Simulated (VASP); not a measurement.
Data:

```xyz
4
Lattice="1.8464 -3.1981 0.0000 1.8464 3.1981 0.0000 0.0000 0.0000 4.7898" Properties=species:S:1:pos:R:3 pbc="T T T"
Ni     0.0000     0.0000     2.3949
Ni     0.0000     0.0000     0.0000
Sb     1.8464     1.0660     1.1974
Sb     1.8464    -1.0660     3.5923
```

The numbers are results of LDA (Ceperley-Alder, Perdew-Zunger), VASP's LDA PAW potentials (set 64) (plane waves; VASP), not measurements. Run with 500 eV cut-off, 10×10×7 Γ-centred mesh, first-order Methfessel-Paxton smearing of 0.10 eV, potentials Ni Sb.

Energy and stress use the plane-wave basis of the starting cell.

Task: The ions, cell shape and volume at an external pressure of 45.0 GPa are relaxed. Which structure does the run end with?

Result: 
```xyz
4
Lattice="1.8172 -3.1474 0.0000 1.8172 3.1474 0.0000 0.0000 0.0000 4.7106" Properties=species:S:1:pos:R:3 pbc="T T T"
Ni     0.0000     0.0000     2.3553
Ni     0.0000     0.0000     0.0000
Sb     1.8172     1.0492     1.1776
Sb     1.8172    -1.0492     3.5329
```
Space group P6_3/mmc (194), at a tolerance of 0.03 Å.

Task: How do energy and volume change from the first to the last step?

Result: The energy (σ→0) changes by +155.6 meV/atom and the volume by -4.7 %, in 7 ionic steps.

The compound is NiSb in the NiAs type structure. This run relaxes it under an external pressure of 45 GPa. Symmetry was kept, so distortions that lower it aren't found. The run is not spin-polarised, so no magnetic state was tried.
